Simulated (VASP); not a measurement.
These are optB88-vdW, VASP's PBE PAW potentials (set 64) (plane waves; VASP 6.6.1) values and carry that method's errors.

A VASP calculation is set up with these files.

**INCAR**
```
AGGAC = 0.0
ALGO = Normal
EDIFF = 1E-7
EDIFFG = -0.01
ENCUT = 520
GGA = BO
IBRION = 2
ISIF = 4
ISMEAR = 1
LASPH = .TRUE.
LCHARG = .FALSE.
LMAXMIX = 4
LREAL = .FALSE.
LUSE_VDW = .TRUE.
LWAVE = .FALSE.
NELM = 100
NSW = 30
PARAM1 = 0.1833333333
PARAM2 = 0.22
PREC = Accurate
SIGMA = 0.1
SYSTEM = NiSb
```

**POSCAR**
```
NiSb
1
    1.9488130027    -3.3754433009     0.0000000000
    1.9488130027     3.3754433009     0.0000000000
    0.0000000000     0.0000000000     5.0858674990
Ni Sb
2 2
Direct
  0.0000000000   0.0000000000   0.5000000000
  0.0000000000   0.0000000000   0.0000000000
  0.3333330000   0.6666670000   0.2500000000
  0.6666670000   0.3333330000   0.7500000000
```

KPOINTS:
```
Automatic mesh
0
Gamma
  9 9 6
0 0 0
```

POTCAR, in this order: Ni Sb (PBE.64 set). Program: vasp_std.

Unless said otherwise, spin-orbit coupling is left out, though it shifts the bands of the heavy elements here.

Q: Predict the energy per atom (σ→0), band gap (on the k-mesh).

A: 
| Property | Result |
|---|---|
| energy per atom (σ→0) | -2.626 eV/atom |
| band gap (on the k-mesh) | none (metal, semimetal or under 0.01 eV) |

OSZICAR:
```
...
       N       E                     dE             d eps       ncg     rms          rms(c)
DAV:   1    -0.105025894758E+02   -0.13003E-03   -0.30930E-03  1911   0.453E-01    0.674E-02
DAV:   2    -0.105025347086E+02    0.54767E-04   -0.16005E-04  2416   0.231E-01    0.475E-02
DAV:   3    -0.105025202515E+02    0.14457E-04   -0.17116E-04  2002   0.256E-01    0.379E-02
DAV:   4    -0.105024974398E+02    0.22812E-04   -0.49325E-05  2344   0.129E-01    0.392E-03
DAV:   5    -0.105024977131E+02   -0.27330E-06   -0.54562E-06  1937   0.295E-02    0.251E-03
DAV:   6    -0.105024976647E+02    0.48497E-07   -0.15766E-07  1232   0.621E-03
   2 F= -.10502498E+02 E0= -.10502365E+02  d E =-.382683E-04
```

The compound is NiSb in the NiAs type structure. This cell is one point of a volume scan, at 0.94 of the reference volume. Symmetry was kept, so distortions that lower it aren't found. The run is not spin-polarised, so no magnetic state was tried.
